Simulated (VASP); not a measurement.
# Cu (Copper) with PBE: from relaxation to properties, part 4 of 4

How well does PBE reproduce what experiment finds for Cu (Copper)? The cell is relaxed first, and properties follow on it. Left out of this account: 1 further run (relaxation: it shows nothing beyond the runs told). The start is a cell from a database of measured crystal structures.

VASP 6.6.1; PBE; plane waves and PAW (Cu).

Still holding for the runs below: This run has no spin polarisation. Its electron count is odd, so without a moment it is a metal by construction.

So far. Step 11 (Volume scan with PBE, volume scale 1.02): The run ends at a pressure of -2.64 GPa.

## 12. Volume scan with PBE, volume scale 1.04

INCAR reads:

```
SYSTEM = Cu
PREC = Accurate
ENCUT = 400
EDIFF = 1E-06
NELM = 100
ISMEAR = 1
SIGMA = 0.2
LREAL = .FALSE.
ALGO = Normal
GGA = PE
NBANDS = 11
LASPH = .TRUE.
LORBIT = 11
LWAVE = .FALSE.
LCHARG = .FALSE.
KPAR = 2
ISIF = 2
```

POSCAR reads:

```
Cu
1.0
    0.0000000000      1.8380402780      1.8380402780
    1.8380402780      0.0000000000      1.8380402780
    1.8380402780      1.8380402780      0.0000000000
Cu
1
Direct
    0.0000000000      0.0000000000      0.0000000000
```

KPOINTS reads:

```
Automatic mesh
0
Gamma
9 9 9
0 0 0
```

PAW data sets: Cu (PBE family, release 64).

The run is started by

```console
$ mpirun -np 2 vasp_std
```

Output:

```text
[... set-up lines as in an earlier step ...]
 entering main loop
       N       E                     dE             d eps       ncg     rms          rms(c)
DAV:   1     0.396042964548E+02    0.39604E+02   -0.46802E+03   811   0.136E+03
DAV:   2    -0.355498379117E+01   -0.43159E+02   -0.40018E+02   803   0.193E+02
DAV:   3    -0.460152644872E+01   -0.10465E+01   -0.10406E+01   881   0.377E+01
DAV:   4    -0.460911377033E+01   -0.75873E-02   -0.75864E-02   856   0.267E+00
[...]
DAV:   9    -0.373650890677E+01    0.24009E-02   -0.16206E-02   902   0.232E+00    0.349E-02
DAV:  10    -0.373650526233E+01    0.36444E-05   -0.79262E-05  1113   0.158E-01    0.696E-03
DAV:  11    -0.373650483950E+01    0.42283E-06   -0.45685E-07   592   0.101E-02
   1 F= -.37365048E+01 E0= -.37368410E+01  d E =0.100854E-02
```

The job ended after 3.6 s (2 MPI ranks of Intel Xeon Platinum 8259CL at 2.50GHz (Skylake/Cascade Lake), shared host; peak memory 0.21 GiB; 5 s of CPU time).

From OUTCAR (step 12):

```text
  Total       -0.3879374     -0.3879374     -0.3879374      0.0000000     -0.0000000     -0.0000000
  in kB      -50.0468930    -50.0468930    -50.0468930      0.0000000     -0.0000000     -0.0000000
  external PRESSURE =     -50.0468930 kB  Pullay stress =       0.0000000 kB

 POSITION                                       TOTAL-FORCE (eV/Angst)
 -----------------------------------------------------------------------------------
      0.00000      0.00000      0.00000         0.000000      0.000000     -0.000000
 -----------------------------------------------------------------------------------
    total drift:                                0.000000      0.000000     -0.000000

  FREE ENERGIE OF THE ION-ELECTRON SYSTEM (eV)
  ---------------------------------------------------
  free  energy   TOTEN  =        -3.7365048395 eV

  energy  without entropy=       -3.7375133765  energy(sigma->0) =       -3.73684102

[... 1 part as in an earlier step ...]

[... 2 further parts left out ...]
[key lines of the parts left out:]
E-fermi :   7.0834
```

The pressure falls from -2.64 to -5.00 GPa.

The run ends at a pressure of -5.00 GPa.

## 13. Volume scan with PBE, volume scale 1.06

A prediction first. A parabola through the 6 pressures of evenly scaled cells so far, P = 0.02 -142.4 t +371 t² GPa with t = ln(V/V₁) and V₁ the volume at scale 1, gives -7.02 GPa at t = +0.0583.

INCAR is that of step 12.

POSCAR reads:

```
Cu
1.0
    0.0000000000      1.8497478566      1.8497478566
    1.8497478566      0.0000000000      1.8497478566
    1.8497478566      1.8497478566      0.0000000000
Cu
1
Direct
    0.0000000000      0.0000000000      0.0000000000
```

KPOINTS is that of step 12.

The run is started by

```console
$ mpirun -np 2 vasp_std
```

Output:

```text
[... set-up lines as in an earlier step ...]
 entering main loop
       N       E                     dE             d eps       ncg     rms          rms(c)
DAV:   1     0.341632613833E+02    0.34163E+02   -0.47393E+03   854   0.137E+03
DAV:   2    -0.381535129439E+01   -0.37979E+02   -0.34974E+02   782   0.177E+02
DAV:   3    -0.458614165828E+01   -0.77079E+00   -0.76643E+00   920   0.319E+01
DAV:   4    -0.459104640639E+01   -0.49047E-02   -0.49042E-02   843   0.222E+00
[...]
DAV:   9    -0.372883596536E+01    0.25513E-02   -0.17505E-02   899   0.240E+00    0.363E-02
DAV:  10    -0.372883081460E+01    0.51508E-05   -0.88027E-05  1121   0.166E-01    0.742E-03
DAV:  11    -0.372883041890E+01    0.39570E-06   -0.53044E-07   623   0.115E-02
   1 F= -.37288304E+01 E0= -.37291907E+01  d E =0.108079E-02
```

Run time: 3.8 s. Hardware: 2 MPI ranks; peak memory 0.21 GiB.

From OUTCAR (step 13):

```text
  Total       -0.5614279     -0.5614279     -0.5614279     -0.0000000     -0.0000000     -0.0000000
  in kB      -71.0619268    -71.0619268    -71.0619268     -0.0000000     -0.0000000     -0.0000000
  external PRESSURE =     -71.0619268 kB  Pullay stress =       0.0000000 kB

 POSITION                                       TOTAL-FORCE (eV/Angst)
 -----------------------------------------------------------------------------------
      0.00000      0.00000      0.00000         0.000000     -0.000000      0.000000
 -----------------------------------------------------------------------------------
    total drift:                               -0.000000     -0.000000     -0.000000

  FREE ENERGIE OF THE ION-ELECTRON SYSTEM (eV)
  ---------------------------------------------------
  free  energy   TOTEN  =        -3.7288304189 eV

  energy  without entropy=       -3.7299112139  energy(sigma->0) =       -3.72919068

[... 1 part as in an earlier step ...]

[... 2 further parts left out ...]
[key lines of the parts left out:]
E-fermi :   6.8769
```

The pressure falls from -5.00 to -7.11 GPa. The parabola predicted -7.02 GPa, +0.09 GPa off.

## 14. Comparing the runs

Times are for 2 MPI ranks of Intel Xeon Platinum 8259CL at 2.50GHz (Skylake/Cascade Lake), shared host. The runs compared:

```
no.  volume scale  energy above the lowest point (meV/atom)  pressure (GPa)   time  memory (GiB)
  1          0.94                                     25.62           10.26  2.4 s           0.2
  2          0.96                                     11.87           6.439  3.6 s          0.21
  3          0.98                                      3.47           3.035  3.8 s          0.21
  4             1                                         0         0.02989  3.6 s          0.21
  5          1.02                                       0.8          -2.640  3.8 s          0.21
  6          1.04                                      5.41          -5.005  3.6 s          0.21
  7          1.06                                     13.06          -7.106  3.8 s          0.21
```

## 15. Fit for PBE

This step: Birch-Murnaghan fit, PBE; plane waves and PAW (VASP 6.6.1).

This step runs nothing: it gathers the runs above.

Numbers from this step:

* pressure derivative of the bulk modulus: 5.687
* r.m.s. error of the fit: 4.56e-5 eV/atom
* minimum inside the sampled range: yes
* bulk modulus: 137.6 GPa
* equilibrium volume of the fit: 12.01 Å³/atom

The energy above the fitted minimum by volume:

```
volume (Å³/atom)  energy above the fitted minimum (eV/atom)
          11.225                                     0.0258
          11.464                                     0.0120
          11.703                                    0.00362
          11.942                                     1.5e-4
          12.180                                     9.5e-4
          12.419                                    0.00556
          12.658                                     0.0132
```

The fitted volume lies +0.60 % from the relaxed one. At a finite cutoff and mesh the minimum of the energy and the zero of the stress don't quite coincide, and the relaxation stops at a threshold.

## 16. Independent-particle dielectric function (PBE)

This step: PBE; plane waves and PAW (Cu) (VASP 6.6.1).

LOPTICS sums transitions from filled to empty bands. The mesh is finer than in the run before. NBANDS is raised for it.

INCAR: that of step 13 with these lines changed.

```diff
@@ -10,3 +10,3 @@
 GGA = PE
-NBANDS = 11
+NBANDS = 13
 LASPH = .TRUE.
@@ -16,2 +16,4 @@
 KPAR = 2
-ISIF = 2
+LOPTICS = .TRUE.
+NEDOS = 1500
+CSHIFT = 0.1
```

POSCAR reads:

```
Cu
1.0
    0.0000000000      1.8141669229      1.8141669229
    1.8141669229      0.0000000000      1.8141669229
    1.8141669229      1.8141669229      0.0000000000
Cu
1
Direct
    0.0000000000      0.0000000000      0.0000000000
```

KPOINTS reads:

```
Automatic mesh
0
Gamma
13 13 13
0 0 0
```

The run is started by

```console
$ mpirun -np 2 vasp_std
```

Output:

```text
[... set-up lines as in an earlier step ...]
 entering main loop
       N       E                     dE             d eps       ncg     rms          rms(c)
DAV:   1     0.367266360745E+02    0.36727E+02   -0.44848E+03  2537   0.115E+03
DAV:   2    -0.350851642147E+01   -0.40235E+02   -0.36691E+02  2289   0.179E+02
DAV:   3    -0.462270244405E+01   -0.11142E+01   -0.11008E+01  2618   0.330E+01
DAV:   4    -0.462930796408E+01   -0.66055E-02   -0.66048E-02  2479   0.220E+00
DAV:   5    -0.462936523948E+01   -0.57275E-04   -0.57274E-04  2619   0.213E-01    0.766E+00
DAV:   6    -0.411715904288E+01    0.51221E+00   -0.14232E+01  2669   0.659E+01    0.399E+00
DAV:   7    -0.374150944421E+01    0.37565E+00   -0.22538E+00  2654   0.262E+01    0.568E-01
DAV:   8    -0.373108649942E+01    0.10423E-01   -0.42369E-03  2600   0.929E-01    0.308E-01
DAV:   9    -0.372941236782E+01    0.16741E-02   -0.99791E-03  2749   0.161E+00    0.269E-02
DAV:  10    -0.372941578871E+01   -0.34209E-05   -0.34056E-05  3189   0.886E-02    0.722E-03
DAV:  11    -0.372941511247E+01    0.67624E-06   -0.55719E-07  1912   0.127E-02
   1 F= -.37294151E+01 E0= -.37293501E+01  d E =-.194938E-03
 optical routines
 imaginary and real dielectric function
 recalculating local potential from charge density
 direction            1
 direction            2
 direction            3
```

It took 7.4 s on 2 MPI ranks; peak memory 0.24 GiB.

From OUTCAR (step 16):

```text
   k-points           NKPTS =     84   k-points in BZ     NKDIM =     84   number of bands    NBANDS=     13

   NELECT =      11.0000    total number of electrons

 E-fermi :   7.6298

 k-point     1 :       0.0000    0.0000    0.0000
  band No.  band energies     occupation
    ...
      2       4.4520      2.00000
      3       4.4520      2.00000
      4       4.4520      2.00000
      5       5.2595      2.00000
      6       5.2595      2.00000
      7      29.9564      0.00000
      8      32.5105      0.00000
      9      32.5105      0.00000
     10      32.5105      0.00000
     11      34.9941      0.00000
    ...

  Total       -0.0101671     -0.0101671     -0.0101671     -0.0000000     -0.0000000      0.0000000
  in kB       -1.3640956     -1.3640956     -1.3640956     -0.0000000     -0.0000000      0.0000000
  external PRESSURE =      -1.3640956 kB  Pullay stress =       0.0000000 kB

 POSITION                                       TOTAL-FORCE (eV/Angst)
 -----------------------------------------------------------------------------------
      0.00000      0.00000      0.00000         0.000000      0.000000      0.000000
 -----------------------------------------------------------------------------------
    total drift:                                0.000000     -0.000000      0.000000

  FREE ENERGIE OF THE ION-ELECTRON SYSTEM (eV)
  ---------------------------------------------------
  free  energy   TOTEN  =        -3.7294151125 eV

  energy  without entropy=       -3.7292201747  energy(sigma->0) =       -3.72935013

 plasma frequency squared (from intraband transitions) (eV^2)
  --------------------------------------------------------------------------------------
     106.733       0.000      -0.000
       0.000     106.733       0.000
       0.000       0.000     106.733

[... 7 parts as in an earlier step ...]

[... 9 further parts left out ...]
```

These are independent-particle spectra without excitons or local fields, and fine structure depends on the mesh and on CSHIFT. The intraband (Drude) part is not in this spectrum.

This step gave:

| Item | Value |
| --- | --- |
| bands | 13 |
| irreducible k-points | 84 |
| Fermi energy | 7.630 eV |
| pressure | -0.1364 GPa |

The imaginary dielectric function, xx has structure finer than the step of the table below, so its rows give means over 1 eV, whole bins alone (the curve runs from 0 to 25.0 eV). Peaks (eV: height): 2.5: 8.30, 4.0: 9.16, 4.8: 7.34, 6.0: 4.87.

The imaginary dielectric function, xx by photon energy; means over each step:

```
photon energy (eV)  imaginary dielectric function, xx
                 1                              0.250
                 2                               5.67
                 3                               6.41
                 4                               6.81
                 5                               5.74
                 6                               3.96
                 7                               2.96
                 8                               2.43
                 9                               2.32
                10                               1.51
                11                               1.96
                12                               1.54
                13                               1.65
                14                               1.71
                15                               1.55
                16                               1.30
                17                               1.13
                18                               1.00
                19                              0.718
                20                              0.749
                21                              0.600
                22                              0.695
                23                              0.813
                24                              0.972
```

Table of real dielectric function, xx by photon energy:

```
photon energy (eV)  real dielectric function, xx
                 0                          8.10
                 1                          8.96
                 2                          11.0
                 3                          4.57
                 4                          3.51
                 5                       -0.0639
                 6                         0.712
                 7                         0.842
                 8                         0.693
                 9                         0.236
                10                         0.718
                11                          1.03
                12                         0.919
                13                         0.864
                14                         0.347
                15                         0.336
                16                         0.561
                17                         0.173
                18                         0.274
                19                         0.507
                20                         0.319
                21                         0.588
                22                         0.681
                23                         0.766
                24                         0.589
```

## 17. Outcome

| Quantity | Value |
| --- | --- |
| relaxed volume | 11.94 Å³/atom |
| relaxed conventional cell a, b, c | 3.628, 3.628, 3.628 Å |
| space group after relaxing, within 0.02 Å | Fm-3m (No. 225) |
| band gap | none, a metal |
| DOS at the Fermi level | 0.321 states/eV/cell |
| bulk modulus from the fit | 138 GPa |
| volume from the fit | 12.0 Å³/atom |

What this shows: With PBE, Cu (Copper) relaxes to 11.94 Å³/atom in space group Fm-3m (held by the symmetry of the run), comes out as a metal and has a bulk modulus of 138 GPa. Against the listed cell the volume lies +1.1 %. Band structure (PBE): Of the bands kept, 1 crosses the Fermi level on this path. The k-sampling is coarse for a metal, so the Fermi level, pressures and the shape of the cell carry errors. No search among competing phases was made. All values are for a static lattice at zero temperature.

Comparison with the measured values:

| quantity | measured | PBE |
| --- | --- | --- |
| lattice constant a (Å) | 3.615 | 3.628 (+0.4 %) |

Measured values from arxiv:2311.10326 (2023).

Verdict: The lattice constant a is off by +0.4 %: good agreement. The grades are ours: good and fair within 0.7 and 1.5 % for the lattice constant a. Zero-point motion and thermal expansion (measured at up to 300 K) are not in the computed lattice constants. As a rule both would widen the computed cell, so the excess over experiment is if anything larger than shown.

[Lines on the potential files, build, host, timing and source positions are cut from VASP's logs without a mark.]

[Logs are printed without paths, hosts, clocks, repeated set-up lines and the standing remarks that a program may print on its own settings, such as how far it seeks lower states.]

[Hosts, paths, dates, database ids (printed as entryN), source tags and the programs' standing remarks are cut or masked in the printed files.]

[A measured line is paired with the nearest computed mode of its activity, which favours agreement.]
